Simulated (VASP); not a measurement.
```yaml
crystal:
  lattice:
    - [1.88633, -3.26723, 0.00000]
    - [1.88633, 3.26723, 0.00000]
    - [0.00000, 0.00000, 4.80087]
  atoms:
    - { symbol: Pt, position: [0.00000, 0.00000, 0.00000] }
    - { symbol: Se, position: [0.33333, 0.66667, 0.26648] }
    - { symbol: Se, position: [0.66667, 0.33333, 0.73352] }
```

Level of theory: PBE GGA with D3 dispersion (Becke-Johnson damping), VASP's PBE PAW potentials (set 64) (plane waves; VASP). Numerical set-up: 520 eV cut-off, Gaussian smearing of 0.050 eV, potentials Pt Se.

Give the energies of bands 3 to 14 at the high-symmetry points, in eV from the Fermi level.

```tsv
band	Γ	M	K	A	L	H
3	-7.20	-7.19	-7.02	-6.21	-7.63	-6.51
4	-6.32	-5.58	-6.02	-6.21	-6.15	-6.51
5	-6.32	-5.21	-6.02	-5.05	-5.95	-6.03
6	-3.88	-3.97	-4.62	-3.94	-4.68	-4.53
7	-3.88	-3.82	-4.62	-3.94	-3.45	-4.36
8	-2.56	-3.75	-3.69	-2.98	-3.43	-4.36
9	-1.09	-3.41	-2.30	-1.82	-3.16	-3.53
10	-1.09	-3.35	-1.77	-1.82	-2.66	-2.57
11	0.73	-3.00	-1.77	-1.79	-1.16	-2.57
12	0.96	0.41	-0.11	2.25	0.51	2.28
13	0.96	2.44	-0.11	2.25	1.38	2.28
14	3.26	4.97	3.77	4.93	4.85	6.51
```

It has no gap at this level: it comes out as a metal or semimetal.

The compound is PtSe2 in the 1T layered structure. It was relaxed first.
